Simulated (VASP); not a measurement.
Input for VASP

**INCAR**
```
SYSTEM = FeO
PREC = Accurate
ENCUT = 520
EDIFF = 1E-6
NELM = 100
ALGO = Normal
LREAL = .FALSE.
LASPH = .TRUE.
ISMEAR = 0
SIGMA = 0.05
GGA = PE
LMAXMIX = 4
LORBIT = 10
LWAVE = .FALSE.
LCHARG = .FALSE.
ISIF = 2
ISPN = 2
```

### POSCAR
```
FeO
1
    4.4166000000     2.2083000000     2.2083000000
    2.2083000000     4.4166000000     2.2083000000
    2.2083000000     2.2083000000     4.4166000000
Fe O
2 2
Direct
  0.0000000000   0.0000000000   0.0000000000
  0.5000000000   0.5000000000   0.5000000000
  0.2500000000   0.2500000000   0.2500000000
  0.7500000000   0.7500000000   0.7500000000
```

**KPOINTS**
```
Automatic mesh
0
Gamma
6 6 6
0 0 0
```

POTCAR, in this order: Fe O (PBE.64 set). Program: vasp_std.

Output of the run:

### standard output
```
 POSCAR found type information on POSCAR FeO
 POSCAR found :  2 types and       4 ions
 Reading from existing POTCAR
 Reading from existing POTCAR
 LDA part: xc-table for (Slater+PW92), standard interpolation
 POSCAR, INCAR and KPOINTS ok, starting setup
 WAVECAR not read
 entering main loop
       N       E                     dE             d eps       ncg     rms          rms(c)
DAV:   1     0.256514295938E+03    0.25651E+03   -0.14091E+04  1160   0.186E+03
DAV:   2     0.106467015228E+02   -0.24587E+03   -0.23779E+03  1156   0.400E+02
DAV:   3    -0.293618771680E+02   -0.40009E+02   -0.38085E+02  1632   0.160E+02
DAV:   4    -0.316331991661E+02   -0.22713E+01   -0.21129E+01  1600   0.360E+01
DAV:   5    -0.317104548812E+02   -0.77256E-01   -0.74595E-01  1508   0.569E+00    0.182E+01
DAV:   6    -0.331510069967E+02   -0.14406E+01   -0.87294E+01  1734   0.113E+02    0.312E+01
DAV:   7    -0.266072393320E+02    0.65438E+01   -0.65276E+01  2060   0.108E+02    0.657E+00
DAV:   8    -0.264708685906E+02    0.13637E+00   -0.29900E+00  1706   0.209E+01    0.228E+00
DAV:   9    -0.265096767586E+02   -0.38808E-01   -0.25925E-01  1660   0.424E+00    0.149E+00
DAV:  10    -0.264800219997E+02    0.29655E-01   -0.10732E-01  1876   0.528E+00    0.171E-01
DAV:  11    -0.264805906077E+02   -0.56861E-03   -0.51422E-03  1172   0.655E-01    0.101E-01
DAV:  12    -0.264806958111E+02   -0.10520E-03   -0.86454E-04  1564   0.396E-01    0.946E-02
DAV:  13    -0.264805644270E+02    0.13138E-03   -0.66041E-04  1682   0.459E-01    0.354E-02
DAV:  14    -0.264805487298E+02    0.15697E-04   -0.61990E-05  1490   0.727E-02    0.844E-03
DAV:  15    -0.264805485527E+02    0.17715E-06   -0.53953E-06  1244   0.200E-02
   1 F= -.26480549E+02 E0= -.26465177E+02  d E =-.307433E-01
```

### OUTCAR
```
------------------------ aborting loop because EDIFF is reached ----------------------------------------
  FORCE on cell =-STRESS in cart. coord.  units (eV):
  Direction    XX          YY          ZZ          XY          YZ          ZX
  --------------------------------------------------------------------------------------
  Total       -8.5383321     -8.5383321     -8.5383321     -0.0120495     -0.0120495     -0.0120495
  in kB     -317.5772730   -317.5772730   -317.5772730     -0.4481714     -0.4481714     -0.4481714
  external PRESSURE =    -317.5772730 kB  Pullay stress =       0.0000000 kB
  volume of cell :       43.08
      direct lattice vectors                 reciprocal lattice vectors
     4.416600000  2.208300000  2.208300000     0.339627768 -0.113209256 -0.113209256
     2.208300000  4.416600000  2.208300000    -0.113209256  0.339627768 -0.113209256
     2.208300000  2.208300000  4.416600000    -0.113209256 -0.113209256  0.339627768
 POSITION                                       TOTAL-FORCE (eV/Angst)
 -----------------------------------------------------------------------------------
      0.00000      0.00000      0.00000         0.000000      0.000000      0.000000
      4.41660      4.41660      4.41660        -0.000000      0.000000     -0.000000
      2.20830      2.20830      2.20830         0.000000     -0.000000     -0.000000
      6.62490      6.62490      6.62490        -0.000000     -0.000000      0.000000
 -----------------------------------------------------------------------------------
    total drift:                                0.000000     -0.000000     -0.000000
  FREE ENERGIE OF THE ION-ELECTRON SYSTEM (eV)
  ---------------------------------------------------
  free  energy   TOTEN  =       -26.4805485527 eV

  energy  without entropy=      -26.4498052904  energy(sigma->0) =      -26.46517692

 total charge

# of ion       s       p       d       tot
------------------------------------------
    1        0.239   0.274   6.237   6.750
    2        0.239   0.274   6.237   6.750
    3        1.554   3.335   0.000   4.889
    4        1.554   3.335   0.000   4.889
--------------------------------------------------
tot          3.586   7.218  12.475  23.278
```
(Selected blocks of OUTCAR.)

Task: The run ends quietly. Is anything wrong with it?

Result: The cause: ISPIN is misspelt, so the run is not spin-polarised. The run ends without an error. Against the sound run, the energy per atom (σ→0) increases by 0.801 eV/atom; the pressure decreases by 19.31 GPa. To mend it, set ISPIN = 2, set MAGMOM = 4.0 -4.0 0.0 0.0, remove ISPN.

The mended run (PBE GGA, plane waves, VASP's PBE PAW potentials (set 64)) converges, and its OSZICAR ends with
```
   1 F= -.29673267E+02 E0= -.29671021E+02  d E =-.449267E-02  mag=    -0.0000
```

The compound is FeO in the rock salt, AFM-II order structure. The cell was not relaxed at this level. The run is not spin-polarised, so no magnetic state was tried.
